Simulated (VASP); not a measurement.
The input files of a VASP run:

File POSCAR:
```
SiC
1
    0.0000000000     2.1490180647     2.1490180647
    2.1490180647     0.0000000000     2.1490180647
    2.1490180647     2.1490180647     0.0000000000
Si C
1 1
Direct
  0.0000000000   0.0000000000   0.0000000000
  0.2500000000   0.2500000000   0.2500000000
```

KPOINTS:
```
Regular mesh
0
G
11 11 11
0 0 0
```

**INCAR**
```
SYSTEM = SiC
PREC = Accurate
ENCUT = 620
EDIFF = 1E-6
NELM = 100
ALGO = Normal
LREAL = .FALSE.
LASPH = .TRUE.
ISMEAR = 0
SIGMA = 0.05
GGA = PS
LWAVE = .FALSE.
LCHARG = .FALSE.
IBRION = 2
ISIF = 3
NSW = 40
EDIFFG = -0.02
PSTRESS = 100
```

POTCAR, in this order: Si C (PBE.64 set). Program: vasp_std.

Q: Translate this PBEsol calculation to Ansatz.

A: One equivalent input (not run):
Ansatz 0.2 input:
```yaml
crystal:
  lattice:
    - [0.0000000, 2.1490181, 2.1490181]
    - [2.1490181, 0.0000000, 2.1490181]
    - [2.1490181, 2.1490181, 0.0000000]
  atoms:
    - { symbol: Si, position: [0.0000000, 0.0000000, 0.0000000] }
    - { symbol: C, position: [0.2500000, 0.2500000, 0.2500000] }
kpoints:
  mp_grid: { grid: [11, 11, 11] }
hamiltonian:
  xc: pbesol
  pseudopotentials: { kind: paw }
scf:
  occupations: { method: gaussian, width: 0.05 }
  max_iter: 100
relax:
  max_steps: 40
  f_tol: 0.02
  cell: { p_target: 10 }
output: { forces: true, stress: true, eigenvalues: true }
```
Limits of the translation: each code has its own PAW files, so the cut-off isn't converted (ENCUT is set for VASP's; basis.ecutwfc is left out, and Ansatz then takes the one that its files recommend); Ansatz stops its SCF on the density residual and VASP on the energy change (EDIFF).

The structure was generated: SiC was put into the zinc blende type (F-43m), which need not be its known phase. It was relaxed first under an external pressure of 10 GPa.
